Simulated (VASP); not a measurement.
Data:

```
Sr2Si
1.0
    7.26753     0.00000     0.00000
    0.00000     7.26753     0.00000
    0.00000     0.00000     7.26753
Sr Si
4 2
Direct
  0.75000   0.75000   0.75000
  0.75000   0.25000   0.25000
  0.25000   0.75000   0.25000
  0.25000   0.25000   0.75000
  0.00000   0.00000   0.00000
  0.50000   0.50000   0.50000
```

Method: PBE GGA, VASP's PBE PAW potentials (set 64) (plane waves; VASP). Numerical set-up: 300 eV cut-off, 3×3×3 Γ-centred mesh, Fermi-Dirac smearing of 0.14 eV, potentials Sr_sv Si.

At this cut-off the stress carries a Pulay error, which pulls relaxed volumes low.

### Question
Estimate the energy per atom (σ→0), pressure, band gap (on the k-mesh) with the smallest direct gap where there is one.

### Answer

band gap (on the k-mesh): none (metal, semimetal or under 0.01 eV)
energy per atom (σ→0): -2.538 eV/atom
pressure: -21.2 kbar

The absolute energy has meaning only against runs of the same code, potentials and settings.

The structure was generated: Sr2Si was put into an ordered model structure, which need not be its known phase. The cell was not relaxed at this level.
